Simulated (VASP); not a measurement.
Input:

```xyz
12
Lattice="-3.3226 3.3226 3.0240 3.3226 -3.3226 3.0240 3.3226 3.3226 -3.0240" Properties=species:S:1:pos:R:3 pbc="T T T"
Hf     0.0000     0.0000     0.0000
Hf     0.0000     3.3226     1.5120
Si     3.3226     0.0000     1.5120
Si     0.0000     0.0000     3.0240
O      3.3226     2.0925    -1.0935
O      4.5527     0.0000     0.4185
O      0.0000     1.2301     1.9305
O      2.0925     0.0000     0.4185
O      3.3226     1.2301     2.6055
O      1.2301     0.0000     4.1175
O      3.3226    -1.2301     2.6055
O      2.0925     3.3226     1.0935
```

All values below come from LDA (Ceperley-Alder, Perdew-Zunger), VASP's LDA PAW potentials (set 64) (plane waves; VASP). Run with 400 eV cut-off, 6×6×6 Γ-centred mesh, Gaussian smearing of 0.050 eV, potentials Hf_pv Si O.

At this cut-off the stress carries a Pulay error, which pulls relaxed volumes low.

Task: Which forces act on the atoms, in eV/Å?

Result: 
| atom | Fx | Fy | Fz |
|---|---|---|---|
| Hf1 | 0.000 | 0.000 | 0.000 |
| Hf2 | 0.000 | 0.000 | 0.000 |
| Si3 | 0.000 | 0.000 | 0.000 |
| Si4 | 0.000 | 0.000 | 0.000 |
| O5 | 0.000 | 0.162 | -0.090 |
| O6 | -0.162 | 0.000 | -0.090 |
| O7 | 0.000 | -0.162 | -0.090 |
| O8 | 0.162 | 0.000 | -0.090 |
| O9 | 0.000 | -0.162 | 0.090 |
| O10 | -0.162 | 0.000 | 0.090 |
| O11 | 0.000 | 0.162 | 0.090 |
| O12 | 0.162 | 0.000 | 0.090 |

Task: Give the stress tensor in GPa (positive for a compressed cell).

Result: 
```
-19.36    0.00    0.00
  0.00  -19.36    0.00
  0.00    0.00  -21.16
```
The pressure is its mean diagonal, -19.96 GPa.

The structure comes from a computed database's HfSiO4 entry; how it stands against other phases isn't given here. The cell was not relaxed at this level.
